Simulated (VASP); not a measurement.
Consider the following.

```xyz
71
Lattice="4.6933 -8.1290 0.0000 4.6933 8.1290 0.0000 0.0000 0.0000 10.0192" Properties=species:S:1:pos:R:3 pbc="T T T"
Al     1.5685    -0.8866     2.4969
Al     1.5568     0.8950     9.9576
Al     1.5654    -0.9220     7.5208
Al     1.4982     0.9788     5.0463
Al     3.1078     1.7955     2.3506
Al     3.1314     3.6147     9.9670
Al     3.1267     1.8114     7.4517
Al     3.0311     3.6428     5.0761
Al     4.6761     4.4956     2.4995
Al     4.6986     6.3183     0.0190
Al     4.7130     4.5290     7.5326
Al     4.6983     6.3187     5.0069
Al     3.1246    -3.6123     2.5105
Al     3.1283    -1.8100     0.0077
Al     3.1292    -3.6140     7.5206
Al     3.1153    -1.7850     5.0215
Al     4.6942    -0.8817     2.4839
Al     4.7003     0.8974     9.9737
Al     4.7052    -0.9497     7.5284
Al     6.2373     1.7912     2.4813
Al     6.2598     3.6128     0.0114
Al     6.3032     1.8184     7.5280
Al     6.2308     3.6127     5.0231
Al     4.6861    -6.3191     2.4782
Al     4.6870    -4.5143     0.0047
Al     4.6869    -6.3123     7.5268
Al     4.6775    -4.5065     5.0101
Al     6.2508    -3.6168     2.4838
Al     6.2602    -1.8061     0.0104
Al     6.2436    -3.6094     7.5394
Al     6.2918    -1.8041     5.0270
Al     7.8256    -0.9078     2.4996
Al     7.8214     0.8990     0.0049
Al     7.8354    -0.9109     7.5315
Al     7.8371     0.8713     5.0237
N      1.5845    -0.8379     4.4249
N      1.5313     0.8915     1.8488
N      1.5659    -0.9213     9.4274
N      1.5544     0.8892     6.9506
N      3.1197     3.6213     1.8668
N      3.1399     1.7962     9.3804
N      3.1362     3.6411     6.9755
N      4.6422     4.4612     4.4275
N      4.7002     6.3121     1.9409
N      4.7081     4.5209     9.4383
N      4.7006     6.3191     6.9167
N      3.1008    -3.5976     4.4296
N      3.1368    -1.8000     1.9382
N      3.1252    -3.6122     9.4381
N      3.1355    -1.8067     6.9231
N      4.7244    -0.8291     4.4633
N      4.6999     0.8959     1.8591
N      4.6938    -0.9126     9.4222
N      4.7538     0.8677     6.8746
N      6.2077     1.7423     4.4594
N      6.2548     3.6000     1.9403
N      6.2635     1.8091     9.4215
N      6.2599     3.6075     6.9256
N      4.6357    -6.3071     4.3959
N      4.6837    -4.5132     1.9172
N      4.6809    -6.3157     9.4269
N      4.6914    -4.5132     6.9253
N      6.2180    -3.5718     4.4009
N      6.2512    -1.7997     1.9280
N      6.2460    -3.6084     9.4388
N      6.2720    -1.8127     6.9298
N      7.8341    -0.9110     4.4199
N      7.8076     0.9007     1.9234
N      7.8282    -0.9084     9.4455
N      7.8340     0.8938     6.9263
Si     4.7965     0.8456     5.0786
```
Cell charge +1.

Level of theory: PBE GGA, VASP's PBE PAW potentials (set 64) (plane waves; VASP). Run with PREC = Normal, LREAL = Auto, ISYM = 0, NELECT = 283.0, 400 eV cut-off, 1×1×1 Γ-centred mesh, Gaussian smearing of 0.050 eV, potentials Al N Si. Starting moments (MAGMOM): 71*0.0423. The cell's moment is fixed (NUPDOWN = 3).

At this cut-off the stress carries a Pulay error, which pulls relaxed volumes low. The cell is charged, with a uniform compensating background.  The supercell is sampled at Γ alone, which is coarse: total energies, pressure and levels can be off, energies of defects by several tenths of an eV.

Problem. Estimate the cell moment, energy per atom (σ→0), pressure.

Solution. 
| Property | Value |
|---|---|
| cell moment | 3.00 μB |
| energy per atom (σ→0) | -7.396 eV/atom |
| pressure | -4.53 GPa |

Problem. Give the moment on each site (PAW-sphere projection).

Solution. 
| site | moment (μB) |
|---|---|
| Al1 | 0.00 |
| Al2 | 0.01 |
| Al3 | 0.01 |
| Al4 | 0.07 |
| Al5 | 0.10 |
| Al6 | 0.01 |
| Al7 | 0.00 |
| Al8 | 0.07 |
| Al9 | 0.00 |
| Al10 | 0.00 |
| Al11 | 0.01 |
| Al12 | 0.01 |
| Al13 | 0.00 |
| Al14 | 0.00 |
| Al15 | 0.00 |
| Al16 | 0.00 |
| Al17 | 0.00 |
| Al18 | 0.01 |
| Al19 | 0.00 |
| Al20 | 0.00 |
| Al21 | 0.00 |
| Al22 | 0.00 |
| Al23 | 0.00 |
| Al24 | 0.00 |
| Al25 | 0.00 |
| Al26 | 0.00 |
| Al27 | 0.00 |
| Al28 | 0.00 |
| Al29 | 0.00 |
| Al30 | 0.00 |
| Al31 | 0.01 |
| Al32 | 0.00 |
| Al33 | 0.00 |
| Al34 | 0.00 |
| Al35 | 0.01 |
| N36 | 0.01 |
| N37 | 0.05 |
| N38 | 0.00 |
| N39 | 0.05 |
| N40 | 0.04 |
| N41 | 0.00 |
| N42 | 0.05 |
| N43 | 0.00 |
| N44 | 0.00 |
| N45 | 0.00 |
| N46 | 0.00 |
| N47 | 0.00 |
| N48 | 0.00 |
| N49 | 0.00 |
| N50 | 0.00 |
| N51 | 0.06 |
| N52 | 0.04 |
| N53 | 0.00 |
| N54 | 0.08 |
| N55 | 0.06 |
| N56 | 0.00 |
| N57 | 0.01 |
| N58 | 0.00 |
| N59 | 0.05 |
| N60 | 0.00 |
| N61 | 0.00 |
| N62 | 0.00 |
| N63 | 0.05 |
| N64 | 0.00 |
| N65 | 0.00 |
| N66 | 0.00 |
| N67 | 0.00 |
| N68 | 0.00 |
| N69 | 0.00 |
| N70 | 0.00 |
| Si71 | 0.23 |

Total energies compare only between runs with the same potentials, cut-off and functional.

The cell is a supercell with a defect, built from AlN (wurtzite): Si_Al-vac_N, charge +1.
